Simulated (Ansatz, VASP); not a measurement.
HfIn4SiO6: VASP beside Ansatz

```
Hf In Si O
1.0
     5.33162    0.01593   -0.04837
    -2.57933    4.88198   -0.01914
    -1.51813   -1.22216    9.45525
Hf In Si O
1 4 1 6
Direct
  0.23802 0.06928 0.40279
  0.14547 0.57471 0.87038
  0.52445 0.72220 0.34881
  0.57313 0.31316 0.12096
  0.88250 0.38531 0.56415
  0.88112 0.94770 0.03773
  0.26442 0.40613 0.48868
  0.95713 0.78886 0.48788
  0.83989 0.63938 0.98584
  0.99055 0.00270 0.21370
  0.13665 0.20373 0.97864
  0.56667 0.94684 0.00044
```

The cell was built by a generator and needn't be a form met in nature.

Alike in both runs: functional PBE; k mesh 6 × 6 × 3; occupations fermi-dirac, width 0.05 eV; no spin polarisation.

```csv
,VASP,Ansatz
version,VASP 6.6.1,Ansatz 0.2.0
potentials or method,"VASP PAW PBE potentials, release 64 (Hf_pv, In_d, Si, O)",Ansatz PAW
plane-wave cutoff (eV),520,420
valence electrons in the cell,102,118
task,optical spectrum,band structure
```

|  | VASP | Ansatz | Ansatz less VASP |
| --- | --- | --- | --- |
| gap on the k mesh at the Fermi level (eV) | 1.10 | 1.12 | +0.017 |
| least direct gap on the mesh (eV) | 1.24 | 1.25 | +0.016 |
| pressure (GPa) | -0.1 | 0.0 | +0.11 |
| largest component of the traceless stress (GPa) | 0.07 | 0.01 | -0.062 |
| rms of the force components (eV/Å) | 0.047 | 0.003 | -0.0442 |

Atom by atom the forces differ by 0.046 eV/Å (rms over components). With one functional, cell and mesh, what is left measures potentials, basis and numerics. The two sets of potentials don't hold the same shells in valence.

Caveats: spin-orbit coupling is left out, which moves the levels of the heavy elements; spectra need much finer meshes, so this one isn't converged (VASP); independent-particle spectra lack excitons (VASP); an odd mesh through Γ misses points on the zone boundary, where band edges often lie (VASP); the k mesh misses the band edges, so the gap on the mesh is wider than the one along the path (Ansatz); the pressure holds a Pulay correction of +0.3 GPa for the finite cutoff (Ansatz).
